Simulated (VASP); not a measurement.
OSZICAR of a VASP run on CdTe (space group F-43m):

File OSZICAR:
```
       N       E                     dE             d eps       ncg     rms          rms(c)
DAV:   1     0.774811364234E+02    0.77481E+02   -0.61256E+03   760   0.776E+02
DAV:   2    -0.196001628011E+01   -0.79441E+02   -0.77362E+02   832   0.227E+02
DAV:   3    -0.507814366976E+01   -0.31181E+01   -0.31071E+01   850   0.465E+01
DAV:   4    -0.511851853294E+01   -0.40375E-01   -0.40367E-01   910   0.441E+00
DAV:   5    -0.511883655438E+01   -0.31802E-03   -0.31802E-03   802   0.412E-01    0.663E+00
DAV:   6    -0.489596634048E+01    0.22287E+00   -0.41328E-01   786   0.853E+00    0.506E+00
DAV:   7    -0.487910319084E+01    0.16863E-01   -0.14092E-01   780   0.256E+00    0.251E+00
DAV:   8    -0.487978008530E+01   -0.67689E-03   -0.87804E-03   800   0.997E-01    0.101E+00
DAV:   9    -0.487975988880E+01    0.20197E-04   -0.72936E-04   848   0.287E-01    0.356E-01
DAV:  10    -0.487996799896E+01   -0.20811E-03   -0.52722E-04   754   0.205E-01    0.611E-02
DAV:  11    -0.487999615216E+01   -0.28153E-04   -0.28246E-05   848   0.566E-02    0.291E-02
DAV:  12    -0.488002075760E+01   -0.24605E-04   -0.33181E-05   752   0.382E-02    0.188E-02
DAV:  13    -0.488002161667E+01   -0.85907E-06   -0.69171E-07   676   0.856E-03
   1 F= -.48800216E+01 E0= -.48799731E+01  d E =-.969993E-04  mag=     0.0000    -0.0000    -0.0000
```

Question: Which electronic solver shows in the log?

Answer: It is blocked Davidson (ALGO = Normal, or the opening steps of other solvers). The INCAR had ALGO = Normal.

Question: How was spin treated?

Answer: With non-collinear spinors: mag has three components.

Question: Can the final energy be trusted as converged?

Answer: The run converged. It stopped with EDIFF = 1E-6, NELM = 100 (PBE GGA with spin-orbit coupling, plane waves, VASP's PBE PAW potentials (set 64)).

The structure is a typed CdTe crystal (F-43m). The cell was not relaxed at this level. The run is one of a series of settings (GGA_COMPAT = .FALSE., LNONCOLLINEAR = .TRUE., LSORBIT = .TRUE., MAGMOM = 0.0 0.0 0.0 0.0 0.0 0.0, program vasp_ncl against the base run), some of them coarse on purpose.
